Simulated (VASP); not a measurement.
```
Ba
1.0
   -2.51000     2.51000     2.51000
    2.51000    -2.51000     2.51000
    2.51000     2.51000    -2.51000
Ba
1
Direct
  0.00000   0.00000   0.00000
```

The base run (VASP): PBE GGA, plane waves, VASP's PBE PAW potentials (set 64). Numerical set-up: 400 eV cut-off, 9×9×9 Γ-centred mesh, first-order Methfessel-Paxton smearing of 0.10 eV, potentials Ba_sv.

One setting is varied; ΔE counts from the most expensive setting. The base run took about 5 core-seconds. Costs are core time on shared hosts, one run each; read them as rough ratios.

The pressure holds a Pulay error that falls with the cut-off, as the column shows.

```tsv
setting	cost over the base run	electronic steps	ΔE (meV/atom)	pressure (GPa)
ENCUT = 150	about 1/2	11	-0.6	-0.87
ENCUT = 200	about 1/2	11	-5.1	0.00
ENCUT = 350	within a factor of 2	11	-0.1	0.07
base run	reference	11	0.2	0.07
ENCUT = 300	within a factor of 2	11	0.0	0.06
ENCUT = 450	within a factor of 2	11	0.2	0.07
ENCUT = 700	about 3 times	11	0.0	0.08
```

Left out are runs that failed, have no time on record or changed the cell.

The compound is Ba in the bcc structure. The cell was not relaxed at this level.
